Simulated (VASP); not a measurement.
Write the native input for VASP 6.6.1 that does the following.

```yaml
Task: single point
Functional: LDA
Potentials_or_basis: VASP PAW LDA potentials, release 64 (Ca_sv, Sb, P)
Cutoff: 520 eV
k_mesh: 6 × 6 × 6
Occupations: gaussian, width 0.05 eV
Spin: no spin polarisation
Dipole_correction: no
Further_INCAR_settings: ALGO = Fast; EDIFF = 1e-06; NBANDS = 28
```

The structure of Ca3SbP lies in POSCAR:

```
Ca3SbP
1.0
    5.2516179336      0.0000000000      0.0000000000
    0.0000000000      5.2516179336      0.0000000000
    0.0000000000      0.0000000000      5.2516179336
Ca Sb P
3 1 1
Direct
    0.0000000000      0.5000000000      0.5000000000
    0.4571560607      0.0000000000      0.5000000000
    0.5428439393      0.5000000000      0.0000000000
    0.0000000000      0.0000000000      0.0000000000
    0.5000000000      0.5000000000      0.5000000000
```

The cell comes from a database or a generator and needn't be the stable form of this composition.

The cell isn't the ideal one: mode 1 frozen in at +0.000 Å and mode 7 at -0.225 Å (largest displacements).

The input as run:

INCAR

```
SYSTEM = Ca3SbP
  PREC = Accurate
  ENCUT = 520
  EDIFF = 1E-6
  ISMEAR = 0
  SIGMA = 0.05
  LREAL = .FALSE.
  LASPH = .TRUE.
  NELM = 80
  ALGO = Fast
  ISIF = 2
  LWAVE = .FALSE.
  LCHARG = .FALSE.
  GGA = CA
  NBANDS = 28
```

KPOINTS

```
regular mesh
0
G
  6 6 6
  0 0 0
```

Potentials or basis: VASP PAW LDA potentials, release 64 (Ca_sv, Sb, P).

Run with:

```bash
$ cat potpaw_LDA.64/Ca_sv/POTCAR potpaw_LDA.64/Sb/POTCAR potpaw_LDA.64/P/POTCAR > POTCAR
$ mpirun -np 1 vasp_std > vasp.out
```

It gave:

| Property | Result |
| --- | --- |
| Pressure | 0.2 GPa |
| Largest force | 0.107 eV/Å |
| Band gap on the k mesh | 0.53 eV, direct |

Caveat: spin-orbit coupling is left out, which moves the levels of the heavy elements.

It took 2.5 min on 1 thread of AMD EPYC 9R45 (Zen 5), on a shared host, peak memory 0.26 GiB.
